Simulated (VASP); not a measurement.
A run of VASP 6.6.1:

POSCAR

```
TeAs
1.0
    0.0000000000      2.9676670000      2.9676670000
    2.9676670000      0.0000000000      2.9676670000
    2.9676670000      2.9676670000      0.0000000000
Te As
1 1
Direct
    0.5000000000      0.5000000000      0.5000000000
    0.0000000000      0.0000000000      0.0000000000
```

Contents of INCAR.step1:

```
SYSTEM = TeAs
PREC = Accurate
ENCUT = 520
ISMEAR = 0
SIGMA = 0.15
LREAL = .False.
LASPH = .True.
NELM = 100
NBANDS = 12
GGA = PE
ALGO = Normal
EDIFF = 1E-4
LWAVE = .True.
LCHARG = .False.
```

File INCAR.step2:

```
SYSTEM = TeAs
PREC = Accurate
ENCUT = 520
EDIFF = 1E-6
ISMEAR = 0
SIGMA = 0.15
LREAL = .False.
LASPH = .True.
NELM = 100
ALGO = Normal
ISIF = 2
LWAVE = .False.
LCHARG = .False.
METAGGA = R2SCAN
LMIXTAU = .True.
NBANDS = 12
ISTART = 1
```

The input KPOINTS:

```
regular mesh
0
Gamma
  14 14 14
  0 0 0
```

Potentials or basis: VASP PAW PBE potentials, release 64 (Te, As).

Command:

```console
$ cat potpaw_PBE.64/Te/POTCAR potpaw_PBE.64/As/POTCAR > POTCAR
$ cp INCAR.step1 INCAR
$ mpirun -np 1 vasp_std > vasp.out
$ cp INCAR.step2 INCAR
$ mpirun -np 1 vasp_std > vasp.out
```

Hardware: 1 thread of Intel(R) Xeon(R) Platinum 8488C (Sapphire Rapids) (shared host).

Problem. Estimate the wall time of this run.

Solution. Run time: 90 s on 1 thread of Intel(R) Xeon(R) Platinum 8488C (Sapphire Rapids), with other jobs on the host, peak memory 0.23 GiB. Counts: scf iterations 10, k points 104.
